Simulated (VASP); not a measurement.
Data:

```yaml
crystal:
  lattice:
    - [0.00000, 2.57346, 2.67584]
    - [2.52879, 0.00000, 2.67584]
    - [2.52879, 2.57346, 0.00000]
  atoms:
    - { symbol: Mg, position: [0.00000, 0.00000, 0.00000] }
    - { symbol: S, position: [0.48796, 0.51204, 0.51204] }
```

Level of theory: PBE GGA, VASP's PBE PAW potentials (set 64) (plane waves; VASP). Run with 400 eV cut-off, 6×6×6 Γ-centred mesh, Gaussian smearing of 0.050 eV, potentials Mg S.

Question: Give the force on each atom (eV/Å).

Answer: 
```
atom      Fx     Fy     Fz
----  ------  -----  -----
Mg1    0.289  0.000  0.000
S2    -0.289  0.000  0.000
```

Question: Give the stress tensor in GPa (positive for a compressed cell).

Answer: 
```
 5.58   0.00   0.00
 0.00   2.74   0.00
 0.00   0.00  -1.18
```
The pressure is its mean diagonal, 2.38 GPa.

The compound is MgS in the rock salt structure. The cell was not relaxed at this level, atoms are displaced from their ideal sites. The run is one of a series of settings (KPOINTS 6×6×6 Γ-centred mesh against the base run), some of them coarse on purpose.
